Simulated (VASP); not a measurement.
Consider the following.

```yaml
crystal:
  lattice:
    - [0.00000, 2.18877, 2.18877]
    - [2.18877, 0.00000, 2.18877]
    - [2.18877, 2.18877, 0.00000]
  atoms:
    - { symbol: Al, position: [0.00000, 0.00000, 0.00000] }
    - { symbol: N, position: [0.25000, 0.25000, 0.25000] }
```

These are PBEsol GGA, VASP's PBE PAW potentials (set 64) (plane waves; VASP 6.6.1) values and carry that method's errors. Run with 650 eV cut-off, 9×9×9 Γ-centred mesh, Gaussian smearing of 0.050 eV, potentials Al N.

Question: Give the elastic stiffness tensor with the ions relaxed (GPa, in the frame of the cell).

Answer: 
```tsv
	xx	yy	zz	yz	xz	xy
xx	288	159	159	0.0	0.0	0.0
yy	159	288	159	0.0	0.0	0.0
zz	159	159	288	0.0	0.0	0.0
yz	0.0	0.0	0.0	180	0.0	0.0
xz	0.0	0.0	0.0	0.0	180	0.0
xy	0.0	0.0	0.0	0.0	0.0	180
```

Question: Predict the Hill bulk modulus, Hill shear modulus, Young's modulus, Poisson's ratio.

Answer: 
- Hill bulk modulus = 202 GPa
- Hill shear modulus = 119 GPa
- Young's modulus = 2990 kbar
- Poisson's ratio = 0.253

The compound is AlN in the zinc blende structure, a metastable form; wurtzite is the usual one. It was relaxed first.
